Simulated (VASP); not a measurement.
An input for Quantum ESPRESSO's pw.x (written as the equivalent of a VASP run, and not itself run):

```
&CONTROL
  calculation = 'scf'
  pseudo_dir = './pseudo'
  outdir = './out'
  tprnfor = .true.
  tstress = .false.
/
&SYSTEM
  ibrav = 0
  nat = 2
  ntyp = 2
  ecutwfc = 88
  occupations = 'smearing'
  smearing = 'gaussian'
  degauss = 0.003675
  input_dft = 'hse'
  nqx1 = 6
  nqx2 = 6
  nqx3 = 6
  screening_parameter = 0.1058
/
&ELECTRONS
  conv_thr = 7.3e-08
  electron_maxstep = 60
/
ATOMIC_SPECIES
  Be 9.012 Be.upf
  Se 78.971 Se.upf
CELL_PARAMETERS angstrom
     0.0000000    2.5379231    2.5379231
     2.5379231    0.0000000    2.5379231
     2.5379231    2.5379231    0.0000000
ATOMIC_POSITIONS crystal
  Be   0.0000000  0.0000000  0.0000000
  Se   0.2500000  0.2500000  0.2500000
K_POINTS automatic
  6 6 6 0 0 0
```

Problem. Write the VASP files for the same calculation (HSE06).

Solution. One answer among several that fit: 
INCAR:
```
! general
SYSTEM  =BeSe
PREC    =Accurate
ENCUT   =520
LREAL   =F
LASPH   =T
ISYM    =3

! electronic loop
EDIFF   =1E-6
NELM    =60
ALGO    =Normal
LMAXMIX =4

! smearing
ISMEAR  =0
SIGMA   =0.05

! functional
GGA     =PE
LHFCALC =T
AEXX    =0.25
HFSCREEN=0.2
PRECFOCK=Fast

! ions
ISIF    =2

! output
LWAVE   =F
LCHARG  =F
```

**KPOINTS**
```
Automatic mesh
0
Gamma
6 6 6
0 0 0
```

POSCAR:
```
BeSe
1
    0.0000000000     2.5379231351     2.5379231351
    2.5379231351     0.0000000000     2.5379231351
    2.5379231351     2.5379231351     0.0000000000
Be Se
1 1
Direct
  0.0000000000   0.0000000000   0.0000000000
  0.2500000000   0.2500000000   0.2500000000
```

POTCAR, in this order: Be Se (PBE.64 set). Program: vasp_std. Read from the step before: WAVECAR.

What does not carry over: the potentials are each code's own (VASP's PAW set, PseudoDojo norm-conserving files in pw.x), so ENCUT and ecutwfc are chosen apart and not converted; conv_thr bounds pw.x's estimated SCF error, while EDIFF bounds the energy change between steps.

The compound is BeSe in the zinc blende structure. This cell is one point of a volume scan, at 0.94 of the reference volume.
